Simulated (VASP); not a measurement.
Energy against volume of Li (bcc). These are PBEsol GGA, VASP's PBE PAW potentials (set 64) (plane waves; VASP 6.6.1) values and carry that method's errors. Run with 520 eV cut-off, 15×15×15 Γ-centred mesh, first-order Methfessel-Paxton smearing of 0.10 eV, potentials Li_sv.

```tsv
V (Å³/atom)	E (eV/atom)
18.908	-1.96002
19.511	-1.96314
20.115	-1.96447
20.718	-1.96420
```

Fit these four points and predict the energy of the run at 21.322 Å³/atom.

A cubic in V^(−2/3), the third-order Birch-Murnaghan form, passes through the four points with V0 = 20.31 Å³/atom and B0 = 14 GPa, and gives -1.9625 eV/atom there. The run gave -1.9625 eV/atom, -0.0 meV/atom from the fit; all five points give B0 = 14 GPa.

The compound is Li in the bcc structure. It was relaxed first.
